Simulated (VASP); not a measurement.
A convergence study with VASP on CoGa (CsCl type): one setting is varied, all else stays as given below, so the limit is that of these other settings.

```
CoGa
1.0
    2.88000     0.00000     0.00000
    0.00000     2.88000     0.00000
    0.00000     0.00000     2.88000
Ga Co
1 1
Cartesian
  1.44000   1.44000   1.44000
  0.00000   0.00000   0.00000
```

Computed with PBE GGA, VASP's PBE PAW potentials (set 64) (plane waves; VASP 6.6.1). The tightest run used: 550 eV cut-off, 22×22×22 Γ-centred mesh, first-order Methfessel-Paxton smearing of 0.10 eV, potentials Ga_d Co.

Task: The settings run are 2×2×2 mesh; 3×3×3 mesh; 4×4×4 mesh; 5×5×5 mesh; 6×6×6 mesh; 7×7×7 mesh; 8×8×8 mesh; 9×9×9 mesh; 10×10×10 mesh; 11×11×11 mesh; 12×12×12 mesh; 13×13×13 mesh; 14×14×14 mesh; 15×15×15 mesh; 16×16×16 mesh; 17×17×17 mesh; 18×18×18 mesh; 19×19×19 mesh; 20×20×20 mesh; 21×21×21 mesh; 22×22×22 mesh. From which on does the energy per atom stay within 0.002 eV/atom of the tightest run?

Result: From 8×8×8 mesh on: it is off by 0.0018 there and by no more than 0.002 in any finer run, while 7×7×7 mesh is off by 0.0066.
```tsv
setting	E (eV/atom)	pressure (GPa)	irreducible k-points	difference judged (eV/atom)
2×2×2 mesh	-5.2268	1.41	4	0.0121
3×3×3 mesh	-5.2582	-0.69	4	0.0194
4×4×4 mesh	-5.2067	1.20	10	0.0322
5×5×5 mesh	-5.2483	0.22	10	0.0094
6×6×6 mesh	-5.2437	0.33	20	0.0048
7×7×7 mesh	-5.2323	0.57	20	0.0066
8×8×8 mesh	-5.2371	0.56	35	0.0018
9×9×9 mesh	-5.2383	0.43	35	0.0006
10×10×10 mesh	-5.2388	0.41	56	0.0001
11×11×11 mesh	-5.2391	0.44	56	0.0002
12×12×12 mesh	-5.2397	0.45	84	0.0009
13×13×13 mesh	-5.2391	0.44	84	0.0002
14×14×14 mesh	-5.2384	0.45	120	0.0005
15×15×15 mesh	-5.2389	0.44	120	0.0000
16×16×16 mesh	-5.2388	0.44	165	0.0001
17×17×17 mesh	-5.2391	0.43	165	0.0002
18×18×18 mesh	-5.2390	0.44	220	0.0001
19×19×19 mesh	-5.2390	0.43	220	0.0001
20×20×20 mesh	-5.2389	0.43	286	0.0001
21×21×21 mesh	-5.2388	0.44	286	0.0000
22×22×22 mesh	-5.2389	0.44	364	0.0000
```

Left out are rungs that failed or repeat a setting and relaxations that didn't move; long series are thinned to 24 rows.

The compound is CoGa in the CsCl type structure. The cell was not relaxed at this level. The run is not spin-polarised, so no magnetic state was tried.
